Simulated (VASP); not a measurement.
VASP ran on this input.

INCAR:
```
ALGO = Normal
EDIFF = 1E-6
EDIFFG = -0.02
ENCUT = 500
GGA = PS
IBRION = 2
ISIF = 3
ISMEAR = 0
LASPH = .True.
LCHARG = .False.
LMAXMIX = 4
LREAL = .False.
LWAVE = .False.
NELM = 100
NSW = 40
PREC = Accurate
PSTRESS = 450
SIGMA = 0.05
SYSTEM = BeSe
```

### KPOINTS
```
Regular mesh
0
G
 10 10 10
0 0 0
```

**POSCAR**
```
BeSe
1.0
  0.0000000000   2.3721126861   2.3721126861
  2.3721126861   0.0000000000   2.3721126861
  2.3721126861   2.3721126861   0.0000000000
Be Se
1 1
direct
  0.0000000000   0.0000000000   0.0000000000
  0.2500000000   0.2500000000   0.2500000000
```

POTCAR, in this order: Be Se (PBE.64 set). Program: vasp_std.

Translate this PBEsol calculation to Ansatz.

One equivalent input (not run):
Ansatz 0.2 input:
```yaml
crystal:
  lattice:
    - [0.0000000, 2.3721127, 2.3721127]
    - [2.3721127, 0.0000000, 2.3721127]
    - [2.3721127, 2.3721127, 0.0000000]
  atoms:
    - { symbol: Be, position: [0.0000000, 0.0000000, 0.0000000] }
    - { symbol: Se, position: [0.2500000, 0.2500000, 0.2500000] }
kpoints:
  mp_grid: { grid: [10, 10, 10] }
hamiltonian:
  xc: pbesol
  pseudopotentials: { kind: paw }
scf:
  occupations: { method: gaussian, width: 0.05 }
  max_iter: 100
relax:
  max_steps: 40
  f_tol: 0.02
  cell: { p_target: 45 }
output: { forces: true, stress: true, eigenvalues: true }
```
Limits of the translation: each code has its own PAW files, so the cut-off isn't converted (ENCUT is set for VASP's; basis.ecutwfc is left out, and Ansatz then takes the one that its files recommend); Ansatz stops its SCF on the density residual and VASP on the energy change (EDIFF).

The structure was generated: BeSe was put into the zinc blende type (F-43m), which need not be its known phase. This run relaxes it under an external pressure of 45 GPa. Symmetry was kept, so distortions that lower it aren't found.
